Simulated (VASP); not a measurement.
Here is the system:

```
CELL_PARAMETERS angstrom
      4.46166     0.00000     0.00000
      0.00000     4.46166     0.00000
      0.00000     0.00000     4.46166
ATOMIC_POSITIONS crystal
  Cu 0.75000 0.25000 0.75000
  Cu 0.25000 0.75000 0.75000
  Cu 0.75000 0.75000 0.25000
  Cu 0.25000 0.25000 0.25000
  O  0.00000 0.00000 0.00000
  O  0.50000 0.50000 0.50000
```

All values below come from vdW-DF2, VASP's PBE PAW potentials (set 64) (plane waves; VASP). Settings: 520 eV cut-off, 5×5×5 Γ-centred mesh, Gaussian smearing of 0.050 eV, potentials Cu O.

**Question.** Estimate the energy per atom (σ→0), pressure, band gap (on the k-mesh) with the smallest direct gap where there is one.

**Answer.** 
- band gap (on the k-mesh): 0.44 eV
- smallest direct gap (on the k-mesh): 0.44 eV
- energy per atom (σ→0): -1.973 eV/atom
- pressure: -2.57 GPa

The absolute energy has meaning only against runs of the same code, potentials and settings.

The compound is Cu2O in the cuprite structure. This cell is one point of a volume scan, at 1.03 of the reference volume.
